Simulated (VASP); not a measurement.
Crystal: Sc.

```
Sc
1.0
     3.29122    0.00000    0.00000
    -1.64561    2.85028    0.00000
     0.00000    0.00000    5.33257
Sc
2
Cartesian
  0.0000 1.9002 1.3331
  1.6456 0.9501 3.9994
```

| Quantity | Value |
| --- | --- |
| Program | VASP 6.6.1 |
| Task | relaxation of cell and atoms |
| Functional | r2SCAN |
| Potentials or basis | VASP PAW PBE potentials, release 64 (Sc_sv) |
| Cutoff | 600 eV |
| k mesh | 15 × 15 × 8 |
| Occupations | gaussian, width 0.1 eV |
| Spin | no spin polarisation |

At the start: pressure 0.2 GPa; volume 25.01 Å³/atom.

**Question.** Where does the relaxation end?

**Answer.** Over 5 steps the energy falls by 5.5 meV/atom; space group P6_3/mmc (No. 194, to 0.05 Å).

Step by step:
| step | energy change (eV) | largest force (eV/Å) | pressure (GPa) | volume (Å³) |
| --- | --- | --- | --- | --- |
| 1 | 0.0000 | 0.0000 | 0.17 | 50.02 |
| 2 | -0.0086 | 0.0000 | -0.14 | 50.21 |
| 3 | -0.0106 | 0.0000 | -0.34 | 50.34 |
| 4 | -0.0110 | 0.0000 | 0.12 | 49.90 |
| 5 | -0.0110 | 0.0000 | 0.01 | 50.01 |

Final structure:
```
CELL_PARAMETERS angstrom
3.33299 0.00000 0.00000
-1.66650 2.88645 0.00000
0.00000 0.00000 5.19797
ATOMIC_POSITIONS crystal
Sc 0.33333 0.66667 0.25000
Sc 0.66667 0.33333 0.75000
```

Caveat: the PAW data sets were made with another functional, which shifts forces and pressure a little.
